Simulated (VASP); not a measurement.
# LiGe4N3 (P-6m2) in VASP: relaxation of cell and atoms with PBE

Aim: the relaxation of cell and atoms of LiGe4N3 with PBE.

Everything below comes from runs of VASP 6.6.1. Logs are shortened: lines on timing, memory, paths and dates and some standing lists are left out, and cuts for length are marked.

## 1. Starting point

Symmetry: P-6m2, No. 187, hexagonal system. The conventional cell has a = 5.676 Å, b = 5.676 Å, c = 5.202 Å, α = 90.00°, β = 90.00°, γ = 120.00°. Li (site symmetry -6m2) is surrounded by 3 Ge at 1.96 Å. Around Ge (site symmetry mm2) lie 1 Li at 1.96 Å and 2 N at 2.01 Å. Ge (site symmetry -6m2) has 2 N at 2.60 Å as nearest neighbours. N (site symmetry 3m) is surrounded by 3 Ge at 2.01 Å and 1 N at 2.18 Å. Around N (site symmetry -6m2) lie 8 Ge at 2.60 to 2.86 Å.

The cell was built by a generator and needn't be a form met in nature.

## 2. Relaxation of cell and atoms, PBE

The input, INCAR:

```
SYSTEM = LiGe4N3
PREC = Normal
ENCUT = 520
EDIFF = 1E-4
ISMEAR = 0
SIGMA = 0.15
LREAL = .False.
LASPH = .True.
NELM = 60
ALGO = Fast
ISIF = 3
LWAVE = .False.
LCHARG = .False.
GGA = PE
IBRION = 2
NSW = 24
EDIFFG = -0.08
```

The input, KPOINTS:

```
regular mesh
0
Gamma
  3 3 3
  0 0 0
```

The input, POSCAR:

```
LiGe4N3
1.0
    5.6758859300      0.0000000000      0.0000000000
   -2.8379429700      4.9154614100      0.0000000000
    0.0000000000      0.0000000000      5.2021155000
Li Ge N
1 4 3
Direct
    0.0000000000      0.0000000000      0.5000000000
    0.8009238000      0.1990762000      0.5000000000
    0.8009238000      0.6018476000      0.5000000000
    0.3981524000      0.1990762000      0.5000000000
    0.3333333300      0.6666666700      0.0000000000
    0.6666666700      0.3333333300      0.2094037800
    0.6666666700      0.3333333300      0.7905962200
    0.3333333300      0.6666666700      0.5000000000
```

Potentials or basis: VASP PAW PBE potentials, release 64 (Li_sv, Ge_d, N).

The run is started by

```bash
> cat potpaw_PBE.64/Li_sv/POTCAR potpaw_PBE.64/Ge_d/POTCAR potpaw_PBE.64/N/POTCAR > POTCAR
> mpirun -np 1 vasp_std > vasp.out
```

OUTCAR:

```text
SYSTEM = LiGe4N3
   PREC = Normal
   ENCUT = 520
   EDIFF = 1E-4
   ISMEAR = 0
   LREAL = .False.
   LASPH = .True.
   NELM = 60
   ISIF = 3
   GGA = PE
   IBRION = 2
   NSW = 24
   EDIFFG = -0.08

 ion  position               nearest neighbor table
   1  0.000  0.000  0.500-   4 1.96   2 1.96   3 1.96
   2  0.801  0.199  0.500-   1 1.96   6 2.01   7 2.01   4 2.29   3 2.29
   3  0.801  0.602  0.500-   1 1.96   6 2.01   7 2.01   4 2.29   2 2.29
   4  0.398  0.199  0.500-   1 1.96   6 2.01   7 2.01   2 2.29   3 2.29
   5  0.333  0.667  0.000-
   6  0.667  0.333  0.209-   2 2.01   4 2.01   3 2.01
   7  0.667  0.333  0.791-   2 2.01   4 2.01   3 2.01
   8  0.333  0.667  0.500-

  LATTYP: Found a hexagonal cell.
 ALAT       =     5.6758859300
 C/A-ratio  =     0.9165292545

  Lattice vectors:

 A1 = (   5.6758859300,   0.0000000000,   0.0000000000)
 A2 = (  -2.8379429700,   4.9154614100,   0.0000000000)
 A3 = (   0.0000000000,   0.0000000000,   5.2021155000)

Analysis of symmetry for initial positions (statically):
=====================================================================
 Subroutine PRICEL returns:
 Original cell was already a primitive cell.

 Routine SETGRP: Setting up the symmetry group for a
 hexagonal supercell.

 Subroutine GETGRP returns: Found 12 space group operations
 (whereof 12 operations were pure point group operations)
 out of a pool of 24 trial point group operations.

The static configuration has the point symmetry D_3h.

Analysis of symmetry for dynamics (positions and initial velocities):
=====================================================================
 Subroutine PRICEL returns:
 Original cell was already a primitive cell.

 Routine SETGRP: Setting up the symmetry group for a
 hexagonal supercell.

 Subroutine GETGRP returns: Found 12 space group operations
 (whereof 12 operations were pure point group operations)
 out of a pool of 24 trial point group operations.

The dynamic configuration has the point symmetry D_3h.

 Subroutine INISYM returns: Found 12 space group operations
 (whereof 12 operations are pure point group operations),
 and found     1 'primitive' translations

----------------------------------------------------------------------------------------

                                     Primitive cell

  volume of cell :     145.1369

  direct lattice vectors                    reciprocal lattice vectors
     5.675885930  0.000000000  0.000000000     0.176183949  0.101719851  0.000000000
    -2.837942970  4.915461410  0.000000000     0.000000000  0.203439701  0.000000000
     0.000000000  0.000000000  5.202115500     0.000000000  0.000000000  0.192229488

  length of vectors
     5.675885930  5.675885937  5.202115500     0.203439701  0.203439701  0.192229488

  position of ions in fractional coordinates (direct lattice)
     0.000000000  0.000000000  0.500000000
     0.800923800  0.199076200  0.500000000
     0.800923800  0.601847600  0.500000000
     0.398152400  0.199076200  0.500000000
     0.333333330  0.666666670  0.000000000
     0.666666670  0.333333330  0.209403780
     0.666666670  0.333333330  0.790596220
     0.333333330  0.666666670  0.500000000

  ion indices of the primitive-cell ions
   primitive index   ion index
                 1           1
                 2           2
                 3           3
                 4           4
                 5           5
                 6           6
                 7           7
                 8           8

----------------------------------------------------------------------------------------

 KPOINTS: regular mesh

Automatic generation of k-mesh.
 Grid dimensions read from file:
 generate k-points for:    3    3    3

 Generating k-lattice:

  Cartesian coordinates                     Fractional coordinates (reciprocal lattice)
     0.058727983  0.033906617  0.000000000     0.333333333  0.000000000  0.000000000
     0.000000000  0.067813234  0.000000000     0.000000000  0.333333333  0.000000000
     0.000000000  0.000000000  0.064076496     0.000000000  0.000000000  0.333333333

  Length of vectors
     0.067813234  0.067813234  0.064076496

  Shift w.r.t. Gamma in fractional coordinates (k-lattice)
     0.000000000  0.000000000  0.000000000

 Subroutine IBZKPT returns following result:
 ===========================================

 Found      6 irreducible k-points:

 Following reciprocal coordinates:
            Coordinates               Weight
  0.000000  0.000000  0.000000      1.000000
  0.333333  0.000000  0.000000      6.000000
  0.333333  0.333333  0.000000      2.000000
  0.000000  0.000000  0.333333      2.000000
  0.333333  0.000000  0.333333     12.000000
  0.333333  0.333333  0.333333      4.000000
   k-points           NKPTS =      6   k-points in BZ     NKDIM =      6   number of bands    NBANDS=     44
   number of dos      NEDOS =    301   number of ions     NIONS =      8
   total plane-waves  NPLWV =  30720
   dimension x,y,z NGX =    32 NGY =   32 NGZ =   30
   dimension x,y,z NGXF=    64 NGYF=   64 NGZF=   60
   ions per type =               1   4   3
   NGX,Y,Z   is equivalent  to a cutoff of   9.37,  9.37,  9.59 a.u.
   NGXF,Y,Z  is equivalent  to a cutoff of  18.75, 18.75, 19.17 a.u.
 SYSTEM =  LiGe4N3
   PREC   = normal    normal or accurate (medium, high low for compatibility)
   ISTART =      0    job   : 0-new  1-cont  2-samecut
   ICHARG =      2    charge: 1-file 2-atom 10-const
   ISPIN  =      1    spin polarized calculation?
   LNONCOLLINEAR =      F non collinear calculations
   LSORBIT =      F    spin-orbit coupling
   LASPH  =      T    aspherical Exc in radial PAW
   ENCUT  =  520.0 eV  38.22 Ry    6.18 a.u.  10.55 10.55  9.67*2*pi/ulx,y,z
   NELM   =     60;   NELMIN=  2; NELMDL= -5     # of ELM steps
   EDIFF  = 0.1E-03   stopping-criterion for ELM
   LREAL  =      F    real-space projection
   EDIFFG = -.8E-01   stopping-criterion for IOM
   NSW    =     24    number of steps for IOM
   IBRION =      2    ionic relax: 0-MD 1-quasi-New 2-CG
   NFREE  =      1    steps in history (QN), initial steepest desc. (CG)
   ISIF   =      3    stress and relaxation
   ISYM   =      2    0-nonsym 1-usesym 2-fastsym
   POTIM  = 0.5000    time-step for ionic-motion
   TEBEG  =    0.0;   TEEND  =   0.0 temperature during run
   PSTRESS=    0.0 pullay stress
   NELECT =      74.0000    total number of electrons
   NUPDOWN=      -1.0000    fix difference up-down
   EMIN   =  10.00;   EMAX   =-10.00  energy-range for DOS
   EFERMI =   0.00;   METHOD = LEGACY
   ISMEAR =     0;   SIGMA  =   0.15  broadening in eV -4-tet -1-fermi 0-gaus
   EFERMI_NEDOS =   21; number of points for ismear=-14 and -15
   IALGO  =     68    algorithm
   IMIX   =      4    mixing-type and parameters
     AMIX     =   0.40;   BMIX     =  1.00
     AMIX_MAG =   1.60;   BMIX_MAG =  1.00
  volume/ion in A,a.u.               =      18.14       122.43
  Fermi-wavevector in a.u.,A,eV,Ry     =   1.307854  2.471487 23.272539  1.710483
  Thomas-Fermi vector in A             =   2.438561
   LORBIT       =      0    0 simple, 1 ext, 2 COOP (PROOUT), +10 PAW based schemes
   GGA     = PE    functional components
   LHFCALC =     F    Hartree Fock is set to
   AEXX    =    0.0000 exact exchange contribution
   IVDW    =     0    specifies the selected vdW correction
   LEPSILON=     F    determine dielectric tensor
   LRPA    =     F    only Hartree local field effects (RPA)
 conjugate gradient relaxation of ions
 non-spin polarized calculation
 RMM-DIIS sequential band-by-band and
 Gauss-broadening in eV      SIGMA  =   0.15
  energy-cutoff  :      520.00
  volume of cell :      145.14
 maximum number of plane-waves:      3919
   NGX = 21   NGY = 21   NGZ = 19

--------------------------------------- Ionic step        1  -------------------------------------------

 number of electron      74.0000113 magnetization

 Free energy of the ion-electron system (eV)
  ---------------------------------------------------
  ext. energy  EPLUGINS =         0.00000000
  ---------------------------------------------------
  free energy    TOTEN  =       -31.42041129 eV

  energy without entropy =      -31.33239928  energy(sigma->0) =      -31.37640529

------------------------ aborting loop because EDIFF is reached ----------------------------------------

  FORCE on cell =-STRESS in cart. coord.  units (eV):
  Direction    XX          YY          ZZ          XY          YZ          ZX
  --------------------------------------------------------------------------------------
  -------------------------------------------------------------------------------------
  Total       21.8886642     21.8886643     -9.7391256     -0.0000000      0.0000000      0.0000000
  in kB      241.6305831    241.6305836   -107.5109282     -0.0000002      0.0000000      0.0000000
  external PRESSURE =     125.2500795 kB  Pullay stress =       0.0000000 kB
[... 107 lines left out ...]
  FREE ENERGIE OF THE ION-ELECTRON SYSTEM (eV)
  ---------------------------------------------------
  free  energy   TOTEN  =       -34.7082067944 eV

  energy  without entropy=      -34.6777972869  energy(sigma->0) =      -34.69300204

[... ionic steps 4 to 10 ...]

--------------------------------------- Ionic step       11  -------------------------------------------

 number of electron      74.0000010 magnetization

------------------------ aborting loop because EDIFF is reached ----------------------------------------

  FORCE on cell =-STRESS in cart. coord.  units (eV):
  Direction    XX          YY          ZZ          XY          YZ          ZX
  --------------------------------------------------------------------------------------
  -------------------------------------------------------------------------------------
  Total        0.0714343      0.0714343     -0.5420252     -0.0000000      0.0000000      0.0000000
  in kB        0.6659621      0.6659621     -5.0531521     -0.0000000      0.0000000      0.0000000
  external PRESSURE =      -1.2404093 kB  Pullay stress =       0.0000000 kB
[... 69 lines left out ...]
  energy  without entropy=      -36.5168631938  energy(sigma->0) =      -36.53894898

--------------------------------------- Ionic step       13  -------------------------------------------

 number of electron      73.9999999 magnetization

 Free energy of the ion-electron system (eV)
  ---------------------------------------------------
  ext. energy  EPLUGINS =         0.00000000
  ---------------------------------------------------
  free energy    TOTEN  =       -36.56142453 eV

  energy without entropy =      -36.51722664  energy(sigma->0) =      -36.53932559

 E-fermi :   2.5080     XC(G=0):  -8.5540

 val. band max:        2.4725996097   @ k =   0.3333   0.0000   0.3333
 cond. band min:       2.7120695420   @ k =   0.3333   0.3333   0.3333
 fundamental gap:      0.2394699323
 Fermi energy:         2.5080405551

 k-point     1 :       0.0000    0.0000    0.0000
  band No.  band energies     occupation
      1     -44.2406      2.00000
      2     -22.7150      2.00000
      3     -22.6172      2.00000
      4     -22.6026      2.00000
      5     -22.6025      2.00000
      6     -22.5925      2.00000
[... 306 lines left out ...]
  FREE ENERGIE OF THE ION-ELECTRON SYSTEM (eV)
  ---------------------------------------------------
  free  energy   TOTEN  =       -36.5614245318 eV

  energy  without entropy=      -36.5172266433  energy(sigma->0) =      -36.53932559

 reached required accuracy - stopping structural energy minimisation
```

It took 4.4 min on 1 thread of Intel Xeon Platinum 8559C (Emerald Rapids), shared host; peak memory 0.2 GiB.

The run converged, but some of its settings lie outside the range that counts as converged, so its numbers aren't taken as properties of the crystal.

What came out:

- Free energy: -36.5614 eV
- Relaxed volume: 21.48 Å³/atom
- Relaxed cell: a = 6.679 Å, b = 6.679 Å, c = 4.449 Å, α = 90.00°, β = 90.00°, γ = 120.00°
- Space group after relaxing (to 0.05 Å): P-6m2 (No. 187)
- Energy gained by relaxing: 642.6 meV/atom
- Ionic steps: 13
- Largest force after relaxing: 0.035 eV/Å
- Band gap on the k mesh: none (metal or under the smearing width)

Caveat: the k mesh is coarse (spacing up to 0.43 Å⁻¹), so the values aren't converged; the cutoff is under 1.25 times the usual one of these potentials, so pressure, stress and relaxed cells hold a basis-set (Pulay) error; the volume moved by over 15 % at a fixed basis, so the end points are rough; the relaxation stopped at a loose force limit of 0.08 eV/Å, so its end isn't a converged minimum.
